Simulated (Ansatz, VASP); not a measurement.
# Cross-check of C214N between VASP and Ansatz, part 2 of 2

One calculation is typed for both programs; each brings its own data sets. How far apart do they land? The cell is taken from a series of runs on this material, whose earlier steps may have relaxed, scaled, displaced or heated it; both programs get it as it stands.

VASP 6.6.1 and Ansatz 0.2.0.

So far: The structure; Ansatz: single point, PBE.

**3. VASP: single point, PBE**

Level of this step: PBE, spin-polarised from a ferromagnetic start; plane waves and PAW (C, N) (VASP).

The same cell, functional, mesh and smearing now go to VASP, with its own data sets.

Lines of VASP's logs that name or quote its potential files are left out, and so is its time.

Contents of INCAR:

```
SYSTEM = C214N
PREC = Accurate
ENCUT = 520
EDIFF = 1E-06
NELM = 200
ISMEAR = -1
SIGMA = 0.01
LREAL = Auto
ALGO = Normal
GGA = PE
NELECT = 862
NBANDS = 581
ISPIN = 2
MAGMOM = 0 0 0 0 0 -0 -0 -0 0 0 0 0 0 -0 -0 0 0 0 0 0 0 -0 -0 -0 0 0 0 0 0 -0 0 -0 0 0 0 0 -0 -0 -0 -0 0 0 0 0.02 0 -0 -0 -0 0 0 0 0 0 -0 -0 -0 0 0 0.02 0 0 -0 -0 -0 0 0 0 0 -0 0 -0 -0 0 0 0 0 0 0 -0 -0 0 0 0 0 -0 -0 -0 -0 0 0 0 0.02 0 -0 -0 -0 0 0 0 0 -0 -0 -0 -0 0.25 0.25 0.25 -0.01 -0.01 -0.01 0.01 0 0 0.01 -0 -0 -0 -0 0 0 0.02 0 0 -0 -0 -0 0.01 0 0.01 0 -0 -0 -0 -0 0.02 0 0 0 0 0 -0 -0 0 0 0 0 0 -0 -0 -0 0 0.02 0 0 0 -0 -0 -0 0 0 0 0 -0 -0 0 -0 0 0.02 0 0 0 -0 -0 -0 0.01 0.01 0 0 -0 -0 -0 -0 0.02 0 0 0 0 -0 0 -0 0 0 0 0 -0 -0 -0 0 0.02 0 0 0 0 -0 -0 0 0 0 0 0 -0 -0 -0 -0 -0
LORBIT = 11
LWAVE = .FALSE.
LCHARG = .FALSE.
ISIF = 2
NUPDOWN = 2
LASPH = .TRUE.
GGA_COMPAT = .FALSE.
```

Contents of POSCAR:

```
C214N
1.0
   10.7146870143      0.0000000000      0.0000000000
    0.0000000000     10.7146870143      0.0000000000
    0.0000000000      0.0000000000     10.7146870143
C N
214 1
Direct
    0.0000303027      0.9997513772      0.9998402896
    0.9995477356      0.1662371886      0.1663256702
[... 3 atom lines left out ...]
    0.0825452912      0.2492500498      0.2493387644
    0.2495286667      0.0822628494      0.2493367890
    0.2495283946      0.2492483297      0.0823535430
[... 3 atom lines left out ...]
    0.1651969905      0.1649121658      0.3327678559
[... 1 atom line left out ...]
    0.0846462579      0.2502010164      0.5822368510
    0.2504788134      0.0843635514      0.5822375181
    0.2499101300      0.2496383651      0.4118449922
[... 10 atom lines left out ...]
    0.1651986094      0.3326801522      0.1650053075
[... 2 atom lines left out ...]
    0.0846469619      0.5821471812      0.2502902503
    0.2499176160      0.4117529801      0.2497331070
    0.2504800315      0.5821475994      0.0844555985
[... 2 atom lines left out ...]
    0.1687534264      0.3339528692      0.4980947536
    0.1687536993      0.4980062502      0.3340412668
    0.0841279365      0.4164212397      0.4165088845
[... 1 atom line left out ...]
    0.2526648668      0.4173997435      0.5816552017
    0.2526628276      0.5815683255      0.4174891687
[... 18 atom lines left out ...]
    0.1670724993      0.6666401528      0.4998277515
[... 14 atom lines left out ...]
    0.3329585050      0.1649091195      0.1649995741
[... 3 atom lines left out ...]
    0.4120346035      0.2496246064      0.2497123011
    0.5824265570      0.0843645207      0.2502904827
    0.5824263262      0.2502016603      0.0844529332
[... 1 atom line left out ...]
    0.3342258065      0.1684693407      0.4980939791
[... 1 atom line left out ...]
    0.4982795401      0.1684719244      0.3340398589
    0.4166942710      0.0838495172      0.4165072433
    0.4176734767      0.2523881178      0.5816519886
[... 1 atom line left out ...]
    0.5818353865      0.2523910456      0.4174855847
[... 9 atom lines left out ...]
    0.3342297220      0.4980058275      0.1685630353
    0.4982800182      0.3339504407      0.1685608148
[... 1 atom line left out ...]
    0.4166952737      0.4164200295      0.0839393228
    0.4176746605      0.5815623259      0.2524790863
    0.5818405264      0.4173998145      0.2524741134
[... 1 atom line left out ...]
    0.3320769248      0.5052789691      0.5053672103
    0.5055525817      0.3318030851      0.5053673601
    0.5055525313      0.5052732443      0.3318944027
    0.4166832878      0.5834282133      0.5835164122
    0.5837049319      0.4164045539      0.5835164156
    0.5837084919      0.5834287484      0.4164914466
    0.3340606811      0.3337839662      0.6659267990
[... 2 atom lines left out ...]
    0.5005293219      0.5002512438      0.6667028103
[... 12 atom lines left out ...]
    0.3340617422      0.6658371183      0.3338731416
[... 1 atom line left out ...]
    0.5005307267      0.6666146980      0.5003391807
[... 1 atom line left out ...]
    0.4171434943      0.7496352145      0.4169531312
[... 43 atom lines left out ...]
    0.6661117991      0.3337836246      0.3338713124
    0.6668928468      0.5002520134      0.5003398730
[... 38 atom lines left out ...]
    0.3243752136      0.3240849631      0.3241773028
```

Contents of KPOINTS:

```
Automatic mesh
0
Gamma
1 1 1
0 0 0
```

PAW data sets: C and N (PBE family, release 64).

The run is started by

```console
> export OMP_NUM_THREADS=3
> mpirun -np 1 vasp_gam
```

The log of the run:

```text
[banner, memory and clock lines left out]
running    1 mpi-ranks, on    1 nodes
[...]
Offloading initialized ...    1 GPUs detected
[...]
LDA part: xc-table for (Slater+PW92), standard interpolation
 POSCAR, INCAR and KPOINTS ok, starting setup
[...]
entering main loop
       N       E                     dE             d eps       ncg     rms          rms(c)
DAV:   1     0.618214881102E+04    0.61821E+04   -0.52517E+05  2324   0.155E+03
DAV:   2    -0.140700791324E+04   -0.75892E+04   -0.71089E+04  3062   0.353E+02
DAV:   3    -0.198968698248E+04   -0.58268E+03   -0.57596E+03  2920   0.930E+01
DAV:   4    -0.200378278073E+04   -0.14096E+02   -0.14025E+02  2904   0.157E+01
DAV:   5    -0.200416609650E+04   -0.38332E+00   -0.38254E+00  2928   0.239E+00BRMIX: very serious problems
 the old and the new charge density differ
 old charge density:   861.00000 new  862.00000
    0.577E+01
DAV:   6    -0.195228535525E+04    0.51881E+02   -0.38488E+01  2752   0.775E+00    0.343E+01
DAV:   7    -0.193505423329E+04    0.17231E+02   -0.46138E+01  2688   0.852E+00    0.808E+00
DAV:   8    -0.193537258622E+04   -0.31835E+00   -0.20240E+00  2904   0.184E+00    0.434E+00
DAV:   9    -0.193535923882E+04    0.13347E-01   -0.24186E-01  2848   0.823E-01    0.946E-01
[...]
DAV:  14    -0.193535842631E+04   -0.93288E-04   -0.79142E-05  2872   0.156E-02    0.158E-02
DAV:  15    -0.193535843463E+04   -0.83170E-05   -0.14847E-05  2816   0.600E-03    0.716E-03
DAV:  16    -0.193535843452E+04    0.10433E-06   -0.20427E-06  2016   0.238E-03
   1 F= -.19353584E+04 E0= -.19353584E+04  d E =-.312490E-11  mag=     2.0000
```

From OUTCAR (step 3):

```text
 magnetization (x)
# of ion       s       p       d       tot
------------------------------------------
    1        0.000   0.000   0.000   0.000
    2        0.000  -0.000   0.000   0.000
    3        0.000  -0.000   0.000   0.000
    4        0.000  -0.000   0.000   0.000
    5       -0.000   0.000   0.000   0.000
    6       -0.000  -0.000   0.000  -0.000
[...]
213       -0.000  -0.000   0.000  -0.000
  214       -0.000  -0.000   0.000  -0.000
  215       -0.001   0.001   0.000  -0.001
--------------------------------------------------
tot          0.171   1.084   0.000   1.255
```

The run ends at a pressure of 2.65 GPa, with forces up to 0.48 eV/Å.

**4. Differences**

Known differences besides the potentials themselves: VASP starts from the moments at which Ansatz ended; the cutoff is 420 eV in Ansatz and 520 eV in VASP (PREC = Accurate, projectors in real space); site moments are counted in spheres of each program's own size. Total energies have different zeros and are not compared.

Both answers:

```
                             quantity  Ansatz  VASP  difference
total moment, fixed by the input (μB)    2.00  2.00        0.00
                  moment on C105 (μB)    0.25  0.33       -0.08
                  moment on C106 (μB)    0.25  0.33       -0.08
                  moment on C107 (μB)    0.25  0.33       -0.08
```

Forces on 7 of the 215 atoms, those with the largest forces and the largest differences (eV/Å; atoms numbered as in POSCAR):

```
atom        Ansatz x, y, z          VASP x, y, z
 C16   0.009, 0.005, 0.173   0.008, 0.005, 0.194
 C31   0.009, 0.173, 0.005   0.008, 0.194, 0.005
 C78   0.172, 0.011, 0.011   0.193, 0.009, 0.009
C105  -0.486, 0.076, 0.076  -0.473, 0.060, 0.060
C106  0.076, -0.487, 0.076  0.060, -0.476, 0.061
C107  0.076, 0.076, -0.487  0.060, 0.061, -0.476
N215   0.168, 0.169, 0.169   0.166, 0.168, 0.168
```

The forces differ by 4.5 meV/Å r.m.s., which is 10.7 % of the r.m.s. force of 0.042 eV/Å (both taken over all components). The cell carries a charge of -1 e against a uniform background, so its pressure also hangs on how the neutralising background is counted, and in a defect's cell a gap may be the spacing between its levels.

**5. Results**

- r.m.s. force difference (single point, PBE): 4.5 meV/Å

The r.m.s. force difference is 4.5 meV/Å (single point, PBE), within the 12 meV/Å picked in this series as the mark of a large difference. How closely two codes agree says nothing of how well the functional describes the real material.

[Lines on the potential files, build, host, timing and source positions are cut from VASP's logs without a mark.]

[Logs are printed without paths, hosts, clocks, repeated set-up lines and the standing remarks that a program may print on its own settings, such as how far it seeks lower states.]

[Hosts, paths, dates, database ids (printed as entryN), source tags and the programs' standing remarks are cut or masked in the printed files.]
